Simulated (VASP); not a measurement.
Output of a VASP run:

File OSZICAR:
```
       N       E                     dE             d eps       ncg     rms          rms(c)
DAV:   1     0.407249960735E+03    0.40725E+03   -0.20483E+04   888   0.238E+03
DAV:   2     0.409201761230E+02   -0.36633E+03   -0.35911E+03   968   0.549E+02
DAV:   3    -0.160418727502E+02   -0.56962E+02   -0.56053E+02  1016   0.195E+02
DAV:   4    -0.184732795899E+02   -0.24314E+01   -0.24286E+01   976   0.454E+01
DAV:   5    -0.185429401940E+02   -0.69661E-01   -0.69653E-01  1144   0.759E+00    0.142E+01
DAV:   6    -0.130852075400E+02    0.54577E+01   -0.42538E+01  1440   0.620E+01    0.581E+00
DAV:   7    -0.129407619924E+02    0.14445E+00   -0.44546E+00  1032   0.125E+01    0.271E+00
DAV:   8    -0.129198403870E+02    0.20922E-01   -0.83448E-01  1160   0.585E+00    0.104E+00
DAV:   9    -0.128937099400E+02    0.26130E-01   -0.22616E-01  1352   0.355E+00    0.355E-01
DAV:  10    -0.128961550805E+02   -0.24451E-02   -0.50508E-02  1208   0.149E+00    0.352E-01
DAV:  11    -0.128935139110E+02    0.26412E-02   -0.14312E-02  1216   0.919E-01    0.429E-02
DAV:  12    -0.128936349160E+02   -0.12101E-03   -0.13699E-03   952   0.220E-01    0.303E-02
DAV:  13    -0.128936441808E+02   -0.92648E-05   -0.45313E-05  1248   0.879E-02    0.141E-02
DAV:  14    -0.128936437773E+02    0.40351E-06   -0.15268E-05  1072   0.257E-02    0.373E-03
DAV:  15    -0.128936441524E+02   -0.37518E-06   -0.13821E-06   696   0.116E-02
   1 F= -.12893644E+02 E0= -.12893644E+02  d E =-.128936E+02
```

OUTCAR:
```
------------------------ aborting loop because EDIFF is reached ----------------------------------------
  FORCE on cell =-STRESS in cart. coord.  units (eV):
  Direction    XX          YY          ZZ          XY          YZ          ZX
  --------------------------------------------------------------------------------------
  Total       -0.0592480     -0.0592480      0.0705371      0.0000000      0.0000000      0.0000000
  in kB       -1.1115737     -1.1115737      1.3233715      0.0000000      0.0000000      0.0000000
  external PRESSURE =      -0.2999253 kB  Pullay stress =       0.0000000 kB
  volume of cell :       85.40
      direct lattice vectors                 reciprocal lattice vectors
     3.968766180  0.000000000  0.000000000     0.251967477  0.000000000  0.000000000
     0.000000000  3.968766180  0.000000000     0.000000000  0.251967477  0.000000000
     0.000000000  0.000000000  5.421695013     0.000000000  0.000000000  0.184444163
 POSITION                                       TOTAL-FORCE (eV/Angst)
 -----------------------------------------------------------------------------------
      1.98438      0.00000      4.24718         0.000000      0.000000     -0.013199
      0.00000      1.98438      1.17452         0.000000      0.000000      0.013199
      1.98438      1.98438      0.00000         0.000000     -0.000000      0.000000
      0.00000      0.00000      0.00000         0.000000      0.000000      0.000000
 -----------------------------------------------------------------------------------
    total drift:                                0.000000      0.000000      0.000000
  FREE ENERGIE OF THE ION-ELECTRON SYSTEM (eV)
  ---------------------------------------------------
  free  energy   TOTEN  =       -12.8936441524 eV

  energy  without entropy=      -12.8936441524  energy(sigma->0) =      -12.89364415

 reached required accuracy - stopping structural energy minimisation
```
(Selected blocks of OUTCAR.)

**POSCAR**
```
SnO
1
    3.9687661801     0.0000000000     0.0000000000
    0.0000000000     3.9687661801     0.0000000000
    0.0000000000     0.0000000000     5.4216950130
Sn O
2 2
Direct
  0.5000000000   0.0000000000   0.7833672441
  0.0000000000   0.5000000000   0.2166327559
  0.5000000000   0.5000000000   0.0000000000
  0.0000000000   0.0000000000   0.0000000000
```

Task: Reconstruct the remaining input files.

Result: Several could match; the one computed here: the input of the run itself, vdW-DF2, plane waves, VASP's PBE PAW potentials (set 64).

**INCAR**
```
! general
SYSTEM   = SnO
PREC     = Accurate
ENCUT    = 520
LREAL    = .FALSE.
LASPH    = .TRUE.

! electronic loop
EDIFF    = 1E-6
NELM     = 100
ALGO     = Normal
LMAXMIX  = 4

! smearing
ISMEAR   = 0
SIGMA    = 0.05

! functional
GGA      = ML
LUSE_VDW = .TRUE.
AGGAC    = 0.0
ZAB_VDW  = -1.8867

! ions
IBRION   = 2
NSW      = 60
ISIF     = 3
EDIFFG   = -0.02

! output
LWAVE    = .FALSE.
LCHARG   = .FALSE.
```

**KPOINTS**
```
Automatic mesh
0
Gamma
5 5 4
0 0 0
```

POTCAR, in this order: Sn_d O (PBE.64 set). Program: vasp_std.

The compound is SnO in the litharge structure. It was relaxed first, which changed the volume by +22 %. The start is the result of an earlier pass.
